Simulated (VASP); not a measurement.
```
CELL_PARAMETERS angstrom
      4.35419     0.00000     0.00000
      0.00000     4.35419     0.00000
      0.00000     0.00000     4.35419
ATOMIC_POSITIONS crystal
  Cs 0.00000 0.00000 0.00000
  Br 0.50000 0.50000 0.50000
```

Level of theory: optB86b-vdW, VASP's PBE PAW potentials (set 64) (plane waves; VASP). Numerical set-up: 520 eV cut-off, 6×6×6 Γ-centred mesh, Gaussian smearing of 0.050 eV, potentials Cs_sv Br.

Problem. The job: CsBr (CsCl type), 2 atoms, optB86b-vdW, static run, 520 eV, 6×6×6 Γ-centred mesh. Roughly how much core time does it take on a busy server core?

Solution. About 30 core-seconds (one run on a shared machine, a rough figure). It had 20 irreducible k-points, 12 bands, up to 2272 plane waves and 13 electronic steps.

The compound is CsBr in the CsCl type structure. This cell is one point of a volume scan, at 1.06 of the reference volume.
